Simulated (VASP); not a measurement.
Ge2Sb2Te5:

```
CELL_PARAMETERS angstrom
4.29406 0.00000 0.00000
-2.14703 3.71877 0.00000
0.00000 0.00000 17.10135
ATOMIC_POSITIONS crystal
Ge 0.33333 0.66667 0.89711
Ge 0.66667 0.33333 0.10290
Sb 0.00000 0.00000 0.67993
Sb 0.00000 0.00000 0.32007
Te 0.00000 0.00000 0.00000
Te 0.66667 0.33333 0.79846
Te 0.33333 0.66667 0.20154
Te 0.33333 0.66667 0.58011
Te 0.66667 0.33333 0.41989
```

The cell comes from a database or a generator and needn't be the stable form of this composition.

| Item | Value |
| --- | --- |
| Program | VASP 6.6.1 |
| Task | relaxation of cell and atoms |
| Functional | PBE |
| Potentials or basis | VASP PAW PBE potentials, release 64 (Ge, Sb, Te) |
| Cutoff | 300 eV |
| k mesh | 5 × 5 × 1 |
| Occupations | gaussian, width 0.03 eV |
| Spin | no spin polarisation |

At the start: pressure 0.1 GPa; volume 30.34 Å³/atom.

Task: Where does the relaxation end?

Result: Over 20 steps the energy falls by 3.9 meV/atom and the volume is 31.13 Å³/atom (+2.6 %); space group P-3m1 (No. 164, to 0.05 Å).

The path:
```tsv
step	energy change (eV)	largest force (eV/Å)	pressure (GPa)	volume (Å³)
1	0.0000	0.0841	0.14	273.09
2	-0.0022	0.0899	-0.01	274.14
3	-0.0032	0.1019	-0.18	275.20
4	-0.0048	0.0877	-0.15	275.09
5	-0.0086	0.0935	-0.02	274.78
6	-0.0120	0.1696	0.23	274.14
7	-0.0132	0.1654	0.21	274.33
8	-0.0163	0.1530	0.14	274.90
9	-0.0210	0.1289	0.02	276.04
10	-0.0246	0.0830	-0.20	278.33
11	-0.0280	0.0743	-0.03	277.70
12	-0.0293	0.0680	0.11	277.16
13	-0.0294	0.0656	0.16	276.97
14	-0.0314	0.0719	0.04	277.98
15	-0.0320	0.1004	-0.06	278.84
16	-0.0340	0.0576	0.01	279.04
17	-0.0350	0.0133	0.08	279.23
18	-0.0351	0.0077	0.11	279.30
19	-0.0352	0.0103	-0.08	280.90
20	-0.0354	0.0086	0.00	280.19
```

Final structure:
```cif
data_structure
_symmetry_space_group_name_H-M 'P 1'
_symmetry_Int_Tables_number 1
_cell_length_a 4.2895
_cell_length_b 4.2895
_cell_length_c 17.5835
_cell_angle_alpha 90.000
_cell_angle_beta 90.000
_cell_angle_gamma 120.000
_cell_volume 280.19
loop_
_atom_site_label
_atom_site_type_symbol
_atom_site_fract_x
_atom_site_fract_y
_atom_site_fract_z
_atom_site_occupancy
Ge1 Ge 0.33333 0.66667 0.90071 1
Ge2 Ge 0.66667 0.33333 0.09929 1
Sb1 Sb 0.00000 0.00000 0.68927 1
Sb2 Sb 0.00000 0.00000 0.31072 1
Te1 Te 0.00000 0.00000 0.00000 1
Te2 Te 0.66667 0.33333 0.80574 1
Te3 Te 0.33333 0.66667 0.19426 1
Te4 Te 0.33333 0.66667 0.59248 1
Te5 Te 0.66667 0.33333 0.40752 1
```

Caveat: this functional lacks dispersion, which binds the layers, so the pressure and a relaxed spacing across them are unreliable.
